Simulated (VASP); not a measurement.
Crystal: Li3HSe.

```xyz
5
Lattice="3.9744 0.0000 0.0000 0.0000 3.9744 0.0000 0.0000 0.0000 3.9744" Properties=species:S:1:pos:R:3 pbc="T T T"
Li    0.0000    1.9872    1.9872
Li    1.9872    0.0000    1.9872
Li    1.9872    1.9872    0.0000
H     1.9872    1.9872    1.9872
Se    0.0000    0.0000    0.0000
```

The cell was built by a generator and needn't be a form met in nature.

| Quantity | Value |
| --- | --- |
| Program | VASP 6.6.1 |
| Task | relaxation of cell and atoms |
| Functional | PBE |
| Dispersion | D3(BJ) |
| Potentials or basis | VASP PAW PBE potentials, release 64 (Li_sv, H, Se) |
| Cutoff | 600 eV |
| k mesh | 8 × 8 × 8 |
| Occupations | gaussian, width 0.03 eV |
| Spin | no spin polarisation |

At the start: pressure -4.3 GPa; volume 12.56 Å³/atom.

Where does the relaxation end?

Over 4 steps the energy falls by 20.3 meV/atom and the volume is 11.17 Å³/atom (-11.0 %); space group Pm-3m (No. 221, to 0.05 Å).

Step by step:
| step | energy change (eV) | largest force (eV/Å) | pressure (GPa) | volume (Å³) |
| --- | --- | --- | --- | --- |
| 1 | 0.0000 | 0.0000 | -4.31 | 62.78 |
| 2 | -0.0670 | 0.0000 | -2.73 | 59.76 |
| 3 | -0.1008 | 0.0000 | -0.43 | 56.44 |
| 4 | -0.1015 | 0.0000 | 0.04 | 55.87 |

Final structure:
```cif
data_structure
_symmetry_space_group_name_H-M 'P 1'
_symmetry_Int_Tables_number 1
_cell_length_a 3.8229
_cell_length_b 3.8229
_cell_length_c 3.8229
_cell_angle_alpha 90.000
_cell_angle_beta 90.000
_cell_angle_gamma 90.000
_cell_volume 55.87
loop_
_atom_site_label
_atom_site_type_symbol
_atom_site_fract_x
_atom_site_fract_y
_atom_site_fract_z
_atom_site_occupancy
Li1 Li 0.00000 0.50000 0.50000 1
Li2 Li 0.50000 0.00000 0.50000 1
Li3 Li 0.50000 0.50000 0.00000 1
H1 H 0.50000 0.50000 0.50000 1
Se1 Se 0.00000 0.00000 0.00000 1
```

Caveat: the cutoff is under 1.25 times the usual one of these potentials, so pressure, stress and relaxed cells hold a basis-set (Pulay) error.
